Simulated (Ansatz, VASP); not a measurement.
## ScGa3 in VASP and in Ansatz

```
CELL_PARAMETERS angstrom
4.14889 0.00000 0.00000
0.00000 4.14889 0.00000
0.00000 0.00000 4.14889
ATOMIC_POSITIONS crystal
Sc 0.00000 0.00000 0.00000
Ga 0.00000 0.50000 0.50000
Ga 0.50000 0.00000 0.50000
Ga 0.50000 0.50000 0.00000
```

Change from the starting cell: volume scaled by 1.04, crystal datasets.

Alike in both runs: task electric field gradients; functional LDA; k mesh 9 × 9 × 9; occupations fermi-dirac, width 0.05 eV; no spin polarisation.

```csv
,VASP,Ansatz
version,VASP 6.6.1,Ansatz 0.2.0
potentials or method,"VASP PAW LDA potentials, release 64 (Sc_sv, Ga_d), cutoff 520 eV","all-electron PAW with datasets made for the crystal, scalar-relativistic"
```

|  | VASP | Ansatz | Ansatz less VASP |
| --- | --- | --- | --- |
| pressure (GPa) | -7.7 | -7.8 | -0.16 |
| Vzz of the field gradient on the site that differs most (V/Å²) | 61.4 | 64.0 | +2.59 |

Ansatz ran all-electron here, so the differences hold the error of VASP's frozen core and of both bases.
